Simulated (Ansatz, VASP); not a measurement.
# One calculation of LiBe, two programs

Contents of INCAR:

```
ALGO = Normal ; EDIFF = 1E-7
EDIFFG = -0.01 ; ENCUT = 600
GGA = PE ; IBRION = 2
ISIF = 3 ; ISMEAR = 0
LASPH = T ; LCHARG = F
LREAL = F ; LWAVE = F
NELM = 100 ; NSW = 100
PREC = Accurate ; SIGMA = 0.1
```

KPOINTS

```
k-points
0
Gamma
  24 24 6
```

POSCAR

```
LiBe
1.0
    2.4515743599      0.0000000000      0.0000000000
   -1.2257871799      2.1231256749      0.0000000000
    0.0000000000      0.0000000000      8.6389061192
Li Be
2 2
Direct
    0.3333333333      0.6666666667      0.8544031212
    0.6666666667      0.3333333333      0.1455968788
    0.3333333333      0.6666666667      0.3983428976
    0.6666666667      0.3333333333      0.6016571024
```

Input for Ansatz:

```yaml
crystal:
  lattice:
    - [2.4515743599, 0.0, 0.0]
    - [-1.2257871799, 2.1231256749, 0.0]
    - [0.0, 0.0, 8.6389061192]
  atoms:
    - { symbol: Li, position: [0.3333333333, 0.6666666667, 0.8544031212] }
    - { symbol: Li, position: [0.6666666667, 0.3333333333, 0.1455968788] }
    - { symbol: Be, position: [0.3333333333, 0.6666666667, 0.3983428976] }
    - { symbol: Be, position: [0.6666666667, 0.3333333333, 0.6016571024] }
basis:
  ecutwfc: 420
kpoints:
  mp_grid: { grid: [24, 24, 6] }
hamiltonian:
  xc: pbe
scf:
  occupations: { method: gaussian, width: 0.1 }
output:
  forces: true
  stress: true
  eigenvalues: true
relax:
  adjacent_minimum: "off"
  f_tol: 0.01
  max_steps: 80
  cell: { stress_tol: 0.05 }
```

Alike in both runs: task relaxation of cell and atoms; functional PBE; k mesh 24 × 24 × 6; occupations gaussian, width 0.1 eV; no spin polarisation.

```csv
,VASP,Ansatz
version,VASP 6.6.1,Ansatz 0.2.0
potentials or method,"VASP PAW PBE potentials, release 64 (Li_sv, Be)","scalar-relativistic, plane waves, PAW"
plane-wave cutoff (eV),600,420
valence electrons in the cell,10,10
```

```csv
,VASP,Ansatz,Ansatz less VASP
"gap on the k mesh at the Fermi level, each at its own relaxed structure (eV)",none,none,-
relaxed volume (Å³/atom),11.17,11.19,+0.025
relaxed cell length with the largest relative difference (Å),8.646,8.654,+0.0080
```

A gap of «none» marks a metal or a gap that the smearing closes.

Caveats: the cutoff is under 1.25 times the usual one of these potentials, so pressure, stress and relaxed cells hold a basis-set (Pulay) error (VASP).
